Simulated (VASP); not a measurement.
Input of a VASP 6.6.1 run:

The input INCAR:

```
PREC = Accurate ; ENCUT = 450
EDIFF = 1E-5 ; ISMEAR = 0
SIGMA = 0.03 ; LREAL = Auto
LASPH = T ; NELM = 120
ALGO = Normal ; ISIF = 2
LWAVE = F ; LCHARG = F
ISPIN = 2 ; MAGMOM = 1 0 0 0 0 0 0 0 0 0 0 0 0 0 0 0 0 0 0 0 0 0 0 0
LORBIT = 11 ; NUPDOWN = 1
LMAXMIX = 4 ; LDAU = T
LDAUTYPE = 2 ; LDAUL = 2 -1 -1
LDAUU = 3 0 0 ; LDAUJ = 0 0 0
LDAUPRINT = 1 ; GGA = PS
KPAR = 4
```

File KPOINTS:

```
regular mesh
0
Gamma
  2 3 3
```

The input POSCAR:

```
VSi11C12
1.0
    0.0000000000      6.5370000000      6.5370000000
    4.3580000000      0.0000000000      4.3580000000
    4.3580000000      4.3580000000      0.0000000000
V Si C
1 11 12
Direct
    0.0000000000      0.0000000000      0.0000000000
    0.0000000000      0.0000000000      0.5000000000
    0.0000000000      0.5000000000      0.0000000000
    0.0000000000      0.5000000000      0.5000000000
    0.3333330000      0.0000000000      0.0000000000
    0.3333330000      0.0000000000      0.5000000000
    0.3333330000      0.5000000000      0.0000000000
    0.3333330000      0.5000000000      0.5000000000
    0.6666670000      0.0000000000      0.0000000000
    0.6666670000      0.0000000000      0.5000000000
    0.6666670000      0.5000000000      0.0000000000
    0.6666670000      0.5000000000      0.5000000000
    0.0833333333      0.1250000000      0.1250000000
    0.0833333333      0.1250000000      0.6250000000
    0.0833333333      0.6250000000      0.1250000000
    0.0833333333      0.6250000000      0.6250000000
    0.4166663333      0.1250000000      0.1250000000
    0.4166663333      0.1250000000      0.6250000000
    0.4166663333      0.6250000000      0.1250000000
    0.4166663333      0.6250000000      0.6250000000
    0.7500003333      0.1250000000      0.1250000000
    0.7500003333      0.1250000000      0.6250000000
    0.7500003333      0.6250000000      0.1250000000
    0.7500003333      0.6250000000      0.6250000000
```

Potentials or basis: VASP PAW PBE potentials, release 64 (V_sv, Si, C).

Command:

```console
$ cat potpaw_PBE.64/V_sv/POTCAR potpaw_PBE.64/Si/POTCAR potpaw_PBE.64/C/POTCAR > POTCAR
$ mpirun -np 4 vasp_std > vasp.out
```

What does it give for the largest force?

1.825 eV/Å.

Eigenvalues of the final occupation matrices:
```
    site  spin  trace               eigenvalues
site 1 d     1   2.07  0.39 0.39 0.40 0.43 0.45
site 1 d     2   1.23  0.08 0.09 0.35 0.35 0.36
```

Caveat: the k mesh is coarse (spacing up to 0.42 Å⁻¹), so the values aren't converged; the PAW data sets were made with another functional, which shifts forces and pressure a little; the total moment is fixed, so each spin has its own Fermi level; the U is typed as a test and isn't derived for this compound. The state reached can hang on the start; a lower one may exist.
